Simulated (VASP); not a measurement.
The input files of a VASP run:

INCAR:
```
# general
SYSTEM  =CdTe
PREC    =Accurate
ENCUT   =300
LREAL   =.FALSE.
LASPH   =.TRUE.
ISYM    =3

# electronic loop
EDIFF   =1E-6
NELM    =100
ALGO    =Normal
LMAXMIX =4

# smearing
ISMEAR  =0
SIGMA   =0.01

# functional
GGA     =PE
LHFCALC =.TRUE.
AEXX    =0.25
HFSCREEN=0.2
PRECFOCK=Fast

# ions
ISIF    =2

# output
LWAVE   =.FALSE.
LCHARG  =.FALSE.
```

POSCAR:
```
CdTe
1.0
  0.0000000000   3.2821150000   3.2821150000
  3.2821150000   0.0000000000   3.2821150000
  3.2821150000   3.2821150000   0.0000000000
Cd Te
1 1
Cartesian
 -0.0252361822   0.0143855100  -0.0076276353
  1.6662936822   1.6266719900   1.6486851353
```

### KPOINTS
```
Automatic mesh
0
Gamma
5 5 5
0 0 0
```

POTCAR, in this order: Cd Te (PBE.64 set). Program: vasp_std.

Task: Translate this HSE06 calculation to Ansatz.

Result: One equivalent input (not run):
Ansatz 0.2 input:
```yaml
crystal:
  lattice:
    - [0.0000000, 3.2821150, 3.2821150]
    - [3.2821150, 0.0000000, 3.2821150]
    - [3.2821150, 3.2821150, 0.0000000]
  atoms:
    - { symbol: Cd, position: [0.0048740, -0.0071980, -0.0004910] }
    - { symbol: Te, position: [0.2451260, 0.2571980, 0.2504910] }
kpoints:
  mp_grid: { grid: [5, 5, 5] }
hamiltonian:
  xc: hse06
  pseudopotentials: { kind: paw }
scf:
  occupations: { method: gaussian, width: 0.01 }
  max_iter: 100
output: { forces: true, stress: true, eigenvalues: true }
```
The two are equivalent in intent, not identical: each code has its own PAW files, so the cut-off isn't converted (ENCUT is set for VASP's; basis.ecutwfc is left out, and Ansatz then takes the one that its files recommend); Ansatz stops its SCF on the density residual and VASP on the energy change (EDIFF); Ansatz's hse06 screens at 0.11 per bohr (0.208 per Å), slightly more than HFSCREEN = 0.2.

The structure comes from a computed database's CdTe entry; how it stands against other phases isn't given here. The cell was not relaxed at this level, atoms are displaced from their ideal sites.
